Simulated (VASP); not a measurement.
HfIn4SiO6:

```
Hf In Si O
1.0
     2.71585   -4.70357    0.00833
     2.71585    4.70357    0.00833
    -1.87915    0.00000    7.40127
Hf In Si O
1 4 1 6
Direct
  0.78835 0.21165 0.00000
  0.62175 0.37825 0.50000
  0.45502 0.54498 0.00000
  0.28407 0.71593 0.50000
  0.95814 0.04186 0.50000
  0.12168 0.87832 0.00000
  0.06219 0.11415 0.86666
  0.88585 0.93781 0.13334
  0.79490 0.53784 0.86663
  0.46216 0.20510 0.13337
  0.15352 0.62879 0.13333
  0.37121 0.84648 0.86667
```

The cell was built by a generator and needn't be a form met in nature.

| Quantity | Value |
| --- | --- |
| Program | VASP 6.6.1 |
| Task | relaxation of cell and atoms |
| Functional | PBE |
| Dispersion | D4 |
| Potentials or basis | VASP PAW PBE potentials, release 64 (Hf_pv, In_d, Si, O) |
| Cutoff | 600 eV |
| k mesh | 6 × 6 × 4 |
| Occupations | fermi-dirac, width 0.05 eV |
| Spin | no spin polarisation |

At the start: pressure -2.9 GPa; volume 15.77 Å³/atom.

Task: Where does the relaxation end?

Result: Over 10 steps the energy falls by 5.5 meV/atom and the volume is 15.18 Å³/atom (-3.7 %); space group C2 (No. 5, to 0.05 Å).

Step by step:
```csv
step,energy change (eV),largest force (eV/Å),pressure (GPa),volume (Å³)
1,0.0000,0.1552,-2.90,189.24
2,-0.0152,0.4580,2.37,181.52
3,-0.0424,0.2221,-0.06,184.90
4,-0.0562,0.1222,-0.05,183.90
5,-0.0636,0.1114,0.03,182.31
6,-0.0637,0.0975,0.02,182.49
7,-0.0663,0.0185,-0.06,182.29
8,-0.0663,0.0184,-0.06,182.28
9,-0.0663,0.0136,0.10,182.10
10,-0.0663,0.0092,0.03,182.18
```

Final structure:
```
CELL_PARAMETERS angstrom
2.69811 -4.66780 0.00805
2.69811 4.66780 0.00805
-1.86709 0.00000 7.22725
ATOMIC_POSITIONS crystal
Hf 0.78827 0.21173 0.00000
In 0.62158 0.37842 0.50000
In 0.45498 0.54502 0.00000
In 0.28471 0.71529 0.50000
In 0.95769 0.04231 0.50000
Si 0.12164 0.87836 0.00000
O 0.05995 0.11277 0.86361
O 0.88723 0.94005 0.13639
O 0.79428 0.53598 0.86350
O 0.46402 0.20572 0.13650
O 0.15356 0.62908 0.13643
O 0.37092 0.84644 0.86357
```

Caveat: pairwise dispersion overbinds metals, which lowers pressure and volume.
